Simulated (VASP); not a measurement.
VASP input:

File KPOINTS:
```
Automatic mesh
0
Gamma
12 12 12
0 0 0
```

POSCAR:
```
CuZn
1
    3.0995904378     0.0000000000     0.0000000000
    0.0000000000     3.0995904378     0.0000000000
    0.0000000000     0.0000000000     3.0995904378
Zn Cu
1 1
Direct
  0.5000000000   0.5000000000   0.5000000000
  0.0000000000   0.0000000000   0.0000000000
```

**INCAR**
```
AGGAC = 0.0
ALGO = Normal
EDIFF = 1E-7
ENCUT = 520
GGA = ML
ISIF = 2
ISMEAR = 1
LASPH = T
LCHARG = F
LMAXMIX = 4
LREAL = F
LUSE_VDW = T
LWAVE = F
NELM = 100
PREC = Accurate
SIGMA = 0.1
SYSTEM = CuZn
ZAB_VDW = -1.8867
```

POTCAR, in this order: Zn Cu (PBE.64 set). Program: vasp_std.

Question: Write an equivalent input for Quantum ESPRESSO's pw.x.

Answer: One equivalent input (not run):
```
&CONTROL
  calculation = 'scf'
  pseudo_dir = './pseudo'
  outdir = './out'
  tprnfor = .true.
  tstress = .true.
/
&SYSTEM
  ibrav = 0
  nat = 2
  ntyp = 2
  ecutwfc = 92
  occupations = 'smearing'
  smearing = 'methfessel-paxton'
  degauss = 0.00735
  input_dft = 'vdw-df2'
/
&ELECTRONS
  conv_thr = 7.3e-09
  electron_maxstep = 100
/
ATOMIC_SPECIES
  Zn 65.380 Zn.upf
  Cu 63.546 Cu.upf
CELL_PARAMETERS angstrom
     3.0995904    0.0000000    0.0000000
     0.0000000    3.0995904    0.0000000
     0.0000000    0.0000000    3.0995904
ATOMIC_POSITIONS crystal
  Zn   0.5000000  0.5000000  0.5000000
  Cu   0.0000000  0.0000000  0.0000000
K_POINTS automatic
  12 12 12 0 0 0
```
What does not carry over: the potentials are each code's own (VASP's PAW set, PseudoDojo norm-conserving files in pw.x), so ENCUT and ecutwfc are chosen apart and not converted; conv_thr bounds pw.x's estimated SCF error, while EDIFF bounds the energy change between steps.

The compound is CuZn in the CsCl type structure. This cell is one point of a volume scan, at 1.03 of the reference volume.
